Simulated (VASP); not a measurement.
A VASP calculation is set up with these files.

KPOINTS:
```
Automatic mesh
0
Gamma
7 7 7
0 0 0
```

### INCAR
```
SYSTEM = PbF2
PREC = Accurate
ENCUT = 520
EDIFF = 1E-7
NELM = 100
ALGO = Normal
LREAL = .FALSE.
LASPH = .TRUE.
ISMEAR = 0
SIGMA = 0.05
METAGGA = R2SCAN
LMIXTAU = .TRUE.
LMAXMIX = 4
LWAVE = .FALSE.
LCHARG = .FALSE.
ISIF = 2
```

File POSCAR:
```
PbF2
4.2262960
  0.0000000000   0.7071067438   0.7071067438
  0.7071067438   0.0000000000   0.7071067438
  0.7071067438   0.7071067438   0.0000000000
Pb F
1 2
direct
  0.0000000000   0.0000000000   0.0000000000
  0.2500000000   0.2500000000   0.2500000000
  0.7500000000   0.7500000000   0.7500000000
```

POTCAR, in this order: Pb_d F (PBE.64 set). Program: vasp_std.

Translate this r2SCAN calculation to Ansatz.

One equivalent input (not run):
Ansatz 0.2 input:
```yaml
crystal:
  lattice:
    - [0.0000000, 2.9884424, 2.9884424]
    - [2.9884424, 0.0000000, 2.9884424]
    - [2.9884424, 2.9884424, 0.0000000]
  atoms:
    - { symbol: Pb, position: [0.0000000, 0.0000000, 0.0000000] }
    - { symbol: F, position: [0.2500000, 0.2500000, 0.2500000] }
    - { symbol: F, position: [0.7500000, 0.7500000, 0.7500000] }
kpoints:
  mp_grid: { grid: [7, 7, 7] }
hamiltonian:
  xc: r2scan
  pseudopotentials: { kind: paw }
scf:
  occupations: { method: gaussian, width: 0.05 }
  max_iter: 100
output: { forces: true, stress: true, eigenvalues: true }
```
The two are equivalent in intent, not identical: each code has its own PAW files, so the cut-off isn't converted (ENCUT is set for VASP's; basis.ecutwfc is left out, and Ansatz then takes the one that its files recommend); Ansatz stops its SCF on the density residual and VASP on the energy change (EDIFF).

The compound is PbF2 in the fluorite structure, the β form. This cell is one point of a volume scan, at 1.03 of the reference volume.
